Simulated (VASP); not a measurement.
```
Y
1.0
    1.84401    -3.19392     0.00000
    1.84401     3.19392     0.00000
    0.00000     0.00000     5.70132
Y
2
Direct
  0.33333   0.66667   0.25000
  0.66667   0.33333   0.75000
```

The numbers are results of revPBE GGA, VASP's PBE PAW potentials (set 64) (plane waves; VASP 6.6.1), not measurements. Numerical set-up: 520 eV cut-off, Gaussian smearing of 0.050 eV, potentials Y_sv.

What does the run give for the band gap (along the path) with the smallest direct gap where there is one?

- band gap (along the path): none (metal, semimetal or under 0.01 eV)

The absolute energy has meaning only against runs of the same code, potentials and settings.

The compound is Y in the hcp structure. It was relaxed first.
